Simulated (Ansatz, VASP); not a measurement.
# Cross-check of FeC2S2N2 between VASP and Ansatz

One calculation is typed for both programs; each brings its own data sets and cutoff. How far apart do they land? The cell is taken from a series of runs on this material, whose earlier steps may have relaxed or scaled it; both programs get it as it stands.

Method: plane waves, with VASP 6.6.1 beside it; single point at PBE, in Ansatz 0.2.0.

## (1) Set-up

The structure is monoclinic, space group C2/m (No. 12). The conventional cell has a = 10.630 Å, b = 3.742 Å, c = 6.168 Å, α = 90.00°, β = 105.04°, γ = 90.00°. Nearest to Fe lie 2 N at 2.06 Å and 4 S at 2.57 Å. Nearest to S lie 1 C at 1.67 Å and 2 Fe at 2.57 Å. Nearest to N lie 1 C at 1.18 Å and 1 Fe at 2.06 Å. Nearest to C lie 1 N at 1.18 Å and 1 S at 1.67 Å. Farther neighbours and most contacts between anions are not listed.

## (2) Ansatz: single point, PBE

Ansatz runs on its default PAW (the set named soft_2) files.

With cell and atoms fixed, the geometry can't cause a difference; cores, projectors, grids and the points listed under the comparison can.

Input file input.yaml:

```yaml
crystal:
  lattice:
    - [5.315, -1.871, 0.0]
    - [5.315, 1.871, 0.0]
    - [-1.6003469016, 0.0, 5.9567704165]
  atoms:
    - { symbol: Fe, position: [0.0, 0.0, 0.0], spin: 3.0 }
    - { symbol: S, position: [0.3897, 0.3897, 0.7332] }
    - { symbol: S, position: [0.6103, 0.6103, 0.2668] }
    - { symbol: "N", position: [0.14037, 0.14037, 0.82342] }
    - { symbol: "N", position: [0.85963, 0.85963, 0.17658] }
    - { symbol: C, position: [0.24139, 0.24139, 0.778] }
    - { symbol: C, position: [0.75861, 0.75861, 0.222] }
hamiltonian:
  xc: pbe
  pseudopotentials: { kind: paw }
magnetization:
  spin_polarized: true
kpoints:
  mp_grid: { grid: [9, 9, 6] }
scf:
  occupations: { method: gaussian, width: 0.05 }
  n_extra_bands: 8
output:
  forces: true
  stress: true
  eigenvalues: true
```

Started as:

```bash
ansatz run input.yaml --threads 4 --pin off --max-ram 9216MiB --backend cpu --events-out ev --progress --plain --runs-dir out
```

Numbers of over 12 decimals in the logs are rounded to 6 here.

What it wrote:

```text
Warning: the band count 31 (scf.n_extra_bands) hosts the net moment |M| = 3.0000 μB (N_el = 46) but caps the reachable moment at 2·n_bands − N_el = 16.0000 μB, below the 32 bands that the automatic rule leaves for it — a moment growing past the seed, or the majority channel's smearing tail, pins there with fewer empty majority states than that count leaves; raise or omit scf.n_extra_bands unless the cap is intended
scf.n_extra_bands = 8 over 23 filled bands (N_el = 46.0): the run solves 31 bands
Engine: ansatz 0.2.0, x86_64-unknown-linux-gnu
Pseudopotentials: kind: paw
Pseudopotential: Fe, paw, valence charge 16, recommended cutoff 420 eV (normal), Fe.paw.azcp
Pseudopotential: S, paw, valence charge 6, recommended cutoff 420 eV (normal), S.paw.azcp
Pseudopotential: N, paw, valence charge 5, recommended cutoff 420 eV (normal), N.paw.azcp
Pseudopotential: C, paw, valence charge 4, recommended cutoff 420 eV (normal), C.paw.azcp
Functional definition: PBE
  parameter kappa = 0.804
  parameter beta = 0.066725
  exchange = pbe_x(kappa = kappa, mu = beta*pi^2/3)
  correlation = pbe_c(beta = beta)
Crystal: 7 atoms, lattice volume = 118.473 Å³
Basis set: ecut = 420 eV, 2311 PW (Γ), exchange–correlation on 80×80×90 points (8 copies of the dense FFT grid, shifted against one another)
Bands: 31, of which v1, the nominal top of the filled ones, is band 23 counted from 1 (22 counted from 0)
Symmetry: 4 space group operations
Space group: C2/m (ITA 12), of the structure as read, at distance tolerance 4.9e-5 Å
Magnetic group: BNS 12.58 (UNI 65), of the structure as read, at distance tolerance 4.9e-5 Å
k-points: 140 of 486
Non-local potential: Fe, projectors of the file, l = 0: 3, l = 1: 2, l = 2: 3, l = 3: 1
Non-local potential: S, projectors of the file, l = 0: 2, l = 1: 2, l = 2: 2
Non-local potential: N, projectors of the file, l = 0: 2, l = 1: 2, l = 2: 1
Non-local potential: C, projectors of the file, l = 0: 2, l = 1: 2, l = 2: 1
PAW form: soft (Blöchl's): semilocal exchange-correlation on the pseudo side does not see the compensation charge
PAW one-centre angular grid: Fe, 590 points (default); XC on 64 Gauss nodes
PAW one-centre angular grid: S, 110 points (default); XC on 64 Gauss nodes
PAW one-centre angular grid: N, 110 points (default); XC on 64 Gauss nodes
PAW one-centre angular grid: C, 110 points (default); XC on 64 Gauss nodes
Initial density: superposition of atomic densities (chi_scale 0.1, normalization cell, long waves kept (reshape's long-wave potential 0.19 eV rms))
Starting moments: Σ|m| = 3 μB on 1 of 7 sites
Initial wavefunctions: pseudopotential atomic-orbital guess
Functional: x = pbe(κ = 0.804, μ = 0.219515), c = pbe(β = 0.066725)
SCF iter   1: F=—  HF=-7554.444443 eV  |F-HF|=—  |Δ(HF+E_count)|=         —  Δρ=6.90e-2 (↑6.62e-2 ↓6.90e-2)  dr2=2.48e1  dr2_m=9.58e-2  M=2.753 μB ∫|m|=2.768 μB  β_m=0.30  ethr=3.10e-3  ⟨swp⟩=7.0  Hψ=42224  notcnv=0
Mixer restart at iter 1: flushing history
preconditioner: auto → Kerker (q_TF=auto, 2.330 Å⁻¹)  [metal: Δε(μ)=0.002 eV  Ē_g=10.334 eV  σ=0.050 eV  W_gap=0.02  n_scr=24 (ndim 8)  ℏωp=21.0 eV  f_vac=0.036  D(μ)=10.54/eV (n_scr^D=132)]
spin=Collinear: Kerker preconditioning applied to the charge; magnetization (m = ρ↑ − ρ↓) channel mixes plain (no charge-response kernel on spin).
SCF iter   2: F=—  HF=-7554.074352 eV  |F-HF|=—  |Δ(HF+E_count)|=   3.70e-1  Δρ=4.15e-2 (↑4.15e-2 ↓3.36e-2)  dr2=4.43e0  dr2_m=7.05e-1  M=3.930 μB ∫|m|=3.934 μB  β_m=0.35  ethr=3.10e-3  ⟨swp⟩=3.2  Hψ=20538  notcnv=0  defer=590
SCF iter   3: F=—  HF=-7553.378469 eV  |F-HF|=—  |Δ(HF+E_count)|=   6.96e-1  Δρ=2.53e-2 (↑2.53e-2 ↓2.23e-2)  dr2=2.02e0  dr2_m=2.86e-1  M=4.000 μB ∫|m|=4.009 μB  β_m=0.55  ethr=3.10e-3  ⟨swp⟩=2.9  Hψ=17384  notcnv=0  defer=619
SCF iter   4: F=—  HF=-7552.779987 eV  |F-HF|=—  |Δ(HF+E_count)|=   5.98e-1  Δρ=6.87e-3 (↑5.55e-3 ↓6.87e-3)  dr2=2.80e-1  dr2_m=2.09e-3  M=4.000 μB ∫|m|=4.041 μB  β_m=0.61  ethr=3.10e-3  ⟨swp⟩=2.3  Hψ=15968  notcnv=0  defer=621
SCF iter   5: F=—  HF=-7552.782629 eV  |F-HF|=—  |Δ(HF+E_count)|=         —  Δρ=4.26e-3 (↑2.75e-3 ↓4.26e-3)  dr2=8.88e-2  dr2_m=2.00e-3  M=4.000 μB ∫|m|=4.049 μB  β_m=0.61  ethr=6.08e-4  ⟨swp⟩=2.6  Hψ=14627  notcnv=0  defer=643
Mixer restart at iter 5: flushing history
SCF iter   6: F=—  HF=-7552.796459 eV  |F-HF|=—  |Δ(HF+E_count)|=   1.38e-2  Δρ=2.55e-3 (↑1.79e-3 ↓2.55e-3)  dr2=4.35e-2  dr2_m=1.52e-3  M=4.000 μB ∫|m|=4.049 μB  β_m=0.81  ethr=1.93e-4  ⟨swp⟩=2.4  Hψ=11580  notcnv=0  defer=643
SCF iter   7: F=—  HF=-7552.807679 eV  |F-HF|=—  |Δ(HF+E_count)|=   1.12e-2  Δρ=2.06e-3 (↑1.92e-3 ↓2.06e-3)  dr2=2.17e-2  dr2_m=1.11e-4  M=4.000 μB ∫|m|=4.051 μB  β_m=0.70  ethr=9.46e-5  ⟨swp⟩=2.0  Hψ=14559  notcnv=0  defer=643
SCF iter   8: F=—  HF=-7552.806931 eV  |F-HF|=—  |Δ(HF+E_count)|=   7.48e-4  Δρ=8.39e-4 (↑5.21e-4 ↓8.39e-4)  dr2=3.24e-3  dr2_m=7.99e-5  M=4.000 μB ∫|m|=4.051 μB  β_m=0.85  ethr=4.71e-5  ⟨swp⟩=2.2  Hψ=15147  notcnv=0  defer=650
SCF iter   9: F=—  HF=-7552.808263 eV  |F-HF|=—  |Δ(HF+E_count)|=   1.33e-3  Δρ=7.19e-4 (↑7.19e-4 ↓6.78e-4)  dr2=1.71e-3  dr2_m=3.43e-5  M=4.000 μB ∫|m|=4.052 μB  β_m=0.75  ethr=7.04e-6  ⟨swp⟩=2.0  Hψ=14965  notcnv=0  defer=654
SCF iter  10: F=—  HF=-7552.808198 eV  |F-HF|=—  |Δ(HF+E_count)|=   6.47e-5  Δρ=3.51e-4 (↑1.63e-4 ↓3.51e-4)  dr2=3.21e-4  dr2_m=2.08e-5  M=4.000 μB ∫|m|=4.052 μB  β_m=0.75  ethr=3.72e-6  ⟨swp⟩=2.0  Hψ=17276  notcnv=0  defer=652
SCF iter  11: F=—  HF=-7552.808270 eV  |F-HF|=—  |Δ(HF+E_count)|=   7.19e-5  Δρ=2.19e-4 (↑7.73e-5 ↓2.19e-4)  dr2=6.37e-5  dr2_m=1.16e-5  M=4.000 μB ∫|m|=4.053 μB  β_m=0.88  ethr=6.98e-7  ⟨swp⟩=2.5  Hψ=13064  notcnv=0  defer=648
SCF iter  12: F=—  HF=-7552.808327 eV  |F-HF|=—  |Δ(HF+E_count)|=   5.68e-5  Δρ=1.52e-4 (↑3.51e-5 ↓1.52e-4)  dr2=1.45e-5  dr2_m=5.77e-6  M=4.000 μB ∫|m|=4.053 μB  β_m=0.94  ethr=1.38e-7  ⟨swp⟩=2.0  Hψ=15141  notcnv=0  defer=651
SCF iter  13: F=—  HF=-7552.808359 eV  |F-HF|=—  |Δ(HF+E_count)|=   3.27e-5  Δρ=8.58e-5 (↑1.88e-5 ↓8.58e-5)  dr2=5.52e-6  dr2_m=1.74e-6  M=4.000 μB ∫|m|=4.053 μB  β_m=0.97  ethr=3.16e-8  ⟨swp⟩=2.0  Hψ=15145  notcnv=0  defer=652
SCF iter  14: F=—  HF=-7552.808370 eV  |F-HF|=—  |Δ(HF+E_count)|=   1.12e-5  Δρ=2.90e-5 (↑1.27e-5 ↓2.90e-5)  dr2=2.38e-6  dr2_m=1.85e-7  M=4.000 μB ∫|m|=4.053 μB  β_m=0.98  ethr=1.20e-8  ⟨swp⟩=2.0  Hψ=15163  notcnv=0  defer=651
SCF iter  15: F=—  HF=-7552.808372 eV  |F-HF|=—  |Δ(HF+E_count)|=   1.52e-6  Δρ=1.45e-5 (↑5.06e-6 ↓1.45e-5)  dr2=5.05e-7  dr2_m=5.01e-8  M=4.000 μB ∫|m|=4.053 μB  β_m=0.99  ethr=5.18e-9  ⟨swp⟩=2.0  Hψ=14967  notcnv=0  defer=651
SCF iter  16: F=—  HF=-7552.808372 eV  |F-HF|=—  |Δ(HF+E_count)|=   3.08e-7  Δρ=3.85e-6 (↑3.36e-6 ↓3.85e-6)  dr2=7.97e-8  dr2_m=1.98e-9  M=4.000 μB ∫|m|=4.053 μB  β_m=1.00  ethr=1.10e-9  ⟨swp⟩=2.0  Hψ=15163  notcnv=0  defer=651
SCF iter  17: F=-7552.808372 eV  HF=-7552.808372 eV  |F-HF|=5.34e-9  |Δ(HF+E_count)|=   2.60e-8  Δρ=1.97e-6 (↑1.97e-6 ↓1.49e-6)  dr2=1.46e-8  dr2_m=7.35e-10  M=4.000 μB ∫|m|=4.053 μB  ethr=1.73e-10  ⟨swp⟩=9.1  Hψ=41464  notcnv=0
SCF 1 converged in 17 iterations: F = -7552.808372 eV  dr2 = 1.46e-8
  greatest PAW one-centre occupation: 1.004 electrons in one spin orbital (limit 2), on the Fe atom at site 0 (counted from 0), in its partial waves of l = 1
SCF converged after 17 iterations
Magnetization: 4.0000 μB (25.0000 up, 21.0000 down)
Absolute magnetization: 4.0537 μB (∫|ρ↑−ρ↓|, with the PAW one-centre terms)
Spin contamination: 0.0355 ħ² per cell (⟨S²⟩ above its minimum at these occupations)
Per-site moments (μB) at R_I (Å): [(3.211468, 0.850993), (0.053164, 0.688749), (0.053164, 0.688749), (0.034840, 0.485934), (0.034840, 0.485934), (0.00192227, 0.485934), (0.00192227, 0.485934)]
Free energy (F): -7552.808372 eV
Harris-Foulkes:  -7552.808372 eV  (|F-HF|=5.34e-9)
Internal energy: -7552.805369 eV  (E = F + TS)
E sigma→0 (E₀):  -7552.806871 eV
Entropy (-TS):   -0.003003 eV (-0.429 meV/atom)
Fermi energy:    4.569350 eV
--- Per-component energies (eV) ---
  E_band       = -552.030680
  E_kinetic    = 983.622022
  E_local      = -5261.502188  (includes V_loc(G=0)·N_el)
  E_nonlocal   = 436.111722
  E_hartree    = 2119.690558
  E_xc         = -517.449601
  E_vxc        = -583.310944  (∫ρ·V_xc dr)
  E_paw        = -3024.427138  (= ΣΔE_a)
  E_vpaw       = -366.338636  (= ΣTr[D̂ρ^β])
  E_aug_tail   = 0.001045  (compensation charges beyond the density's cutoff)
  E_ewald      = -2288.851790
  E_smearing   = -0.003003  (= −TS)
  E_closure    = -0.000000  (closes the sum)
  Σ components = -7552.808372   (vs F -7552.808372, Δ=0.00e0)
--- Forces (eV/Å), atoms counted from 1 ---
  atom   1  Fe    -0.00000000     0.00000000    -0.00000000
  atom   2  S     -0.70226322     0.00000000     0.00168133
  atom   3  S      0.70226322     0.00000000    -0.00168133
  atom   4  N     -0.14397187     0.00000000     0.11642357
  atom   5  N      0.14397187     0.00000000    -0.11642357
  atom   6  C      0.37568596     0.00000000     0.15853691
  atom   7  C     -0.37568596     0.00000000    -0.15853691
  max |Σ_I F_I| component: 2.78e-17 eV/Å
--- Stress (GPa, compression-positive) ---
       -4.169034      -0.000000       1.988963
       -0.000000       0.470017      -0.000000
        1.988965      -0.000000       0.739079
  P = ⅓ Tr σ = -0.9866 GPa (-9.866 kbar)
--- Band table (eV; the first three rows and the last of 280) ---
  k-point 0 ↑: bands = [... 19 lower, 1.8768, 2.0421, 2.1465, 2.2852, 3.9676, 4.0315, 7.1667, 7.5215, ... 4 higher]
  k-point 1 ↑: bands = [... 19 lower, 1.8258, 2.0456, 2.1559, 2.2735, 3.9993, 4.0372, 7.3024, 7.5479, ... 4 higher]
  k-point 2 ↑: bands = [... 19 lower, 1.7470, 2.0600, 2.1675, 2.2736, 4.0392, 4.0482, 7.6029, 7.7173, ... 4 higher]
  k-point 139 ↓: bands = [... 19 lower, 2.8853, 4.3413, 4.4228, 5.0822, 5.9347, 6.3047, 8.0278, 8.3003, ... 4 higher]
```

Reading the cycles: dr2 is the Hartree energy of the density residual (eV), the measure of convergence; HF is the Harris–Foulkes estimate of the energy, which meets the free energy F at convergence.

The run ends at a pressure of -0.99 GPa, with forces up to 0.70 eV/Å.

(Part 1 of 2 ends here.)

[Lines on the potential files, build, host, timing and source positions are cut from VASP's logs without a mark.]

[Logs are printed without paths, hosts, clocks, repeated set-up lines and the standing remarks that a program may print on its own settings, such as how far it seeks lower states.]

[Hosts, paths, dates, database ids (printed as entryN), source tags and the programs' standing remarks are cut or masked in the printed files.]
